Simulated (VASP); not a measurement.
The system is Ge.

```
CELL_PARAMETERS angstrom
0.00000 2.82891 2.82891
2.82891 0.00000 2.82891
2.82891 2.82891 0.00000
ATOMIC_POSITIONS crystal
Ge 0.00000 0.00000 0.00000
Ge 0.25000 0.25000 0.25000
```

Base run:

```yaml
Program: VASP 6.6.1
Functional: PBEsol
Potentials_or_basis: VASP PAW PBE potentials, release 64 (Ge_d)
Cutoff: 520 eV
k_mesh: 6 × 6 × 6
Occupations: gaussian, width 0.03 eV
Spin: no spin polarisation
```

Its results: band gap on the k mesh none (metal or under the smearing width); pressure 0.3 GPa.

Problem. The run is repeated on the same cell with these changes: functional from PBEsol to LDA; potentials or basis from VASP PAW PBE potentials, release 64 (Ge_d) to VASP PAW LDA potentials, release 64 (Ge_d). What comes out?

Solution. Band gap on the k mesh none (metal or under the smearing width); pressure -1.1 GPa.

Caveats: this crystal is a semiconductor, whose small gap the functional closes, so the metal is an error of the method; the PAW data sets were made with another functional, which shifts forces and pressure a little (some runs).

Not every run made on this cell is shown here.
